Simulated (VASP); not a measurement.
Here is the system:

```yaml
crystal:
  lattice:
    - [0.00000, 2.05458, 2.05458]
    - [2.05458, 0.00000, 2.05458]
    - [2.05458, 2.05458, 0.00000]
  atoms:
    - { symbol: Mg, position: [0.00000, 0.00000, 0.00000] }
    - { symbol: O, position: [0.50000, 0.50000, 0.50000] }
```

All values below come from r2SCAN meta-GGA, VASP's PBE PAW potentials (set 64) (plane waves; VASP 6.6.1). Settings: 520 eV cut-off, 11×11×11 Γ-centred mesh, Gaussian smearing of 0.050 eV, potentials Mg O.

Problem. Predict the energy per atom (σ→0), pressure, band gap (on the k-mesh) with the smallest direct gap where there is one.

Solution. 
```json
{
 "band gap (on the k-mesh)": "6.39 eV",
 "smallest direct gap (on the k-mesh)": "6.39 eV",
 "energy per atom (σ→0)": "-8060 meV/atom",
 "pressure": "12.04 GPa"
}
```

Total energies compare only between runs with the same potentials, cut-off and functional.

The compound is MgO in the rock salt structure. This cell is one point of a volume scan, at 0.94 of the reference volume.
